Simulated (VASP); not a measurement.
The system is YLu.

```
Y Lu
1.0
     0.00000    2.72101    2.72101
     2.72101    0.00000    2.72101
     2.72101    2.72101    0.00000
Y Lu
1 1
Direct
  0.00000 0.00000 0.00000
  0.50000 0.50000 0.50000
```

The cell was built by a generator and needn't be a form met in nature.

The cell isn't the ideal one: species swapped into the YN type (Fm-3m, No. 225).

* Program: VASP 6.6.1
* Task: relaxation of cell and atoms
* Functional: PBE
* Potentials or basis: VASP PAW PBE potentials, release 64 (Y_sv, Lu)
* Cutoff: 600 eV
* k mesh: 6 × 6 × 6
* Occupations: gaussian, width 0.1 eV
* Spin: no spin polarisation

At the start: pressure 35.1 GPa; volume 20.15 Å³/atom.

**Question.** How do energy, volume and symmetry change on relaxing?

**Answer.** Over 4 steps the energy falls by 973.2 meV/atom and the volume is 33.73 Å³/atom (+67.4 %); space group Fm-3m (No. 225, to 0.05 Å).

The path:
```tsv
step	energy change (eV)	largest force (eV/Å)	pressure (GPa)	volume (Å³)
1	0.0000	0.0000	35.13	40.29
2	-1.9201	0.0000	-1.69	71.93
3	-1.9428	0.0000	0.77	65.66
4	-1.9465	0.0000	-0.06	67.45
```

Final structure:
```
Y Lu
1.0
     0.00000    3.23090    3.23090
     3.23090    0.00000    3.23090
     3.23090    3.23090    0.00000
Y Lu
1 1
Cartesian
  0.0000 0.0000 0.0000
  3.2309 3.2309 3.2309
```

Caveat: the volume moved by over 15 % at a fixed basis, so the end points are rough.
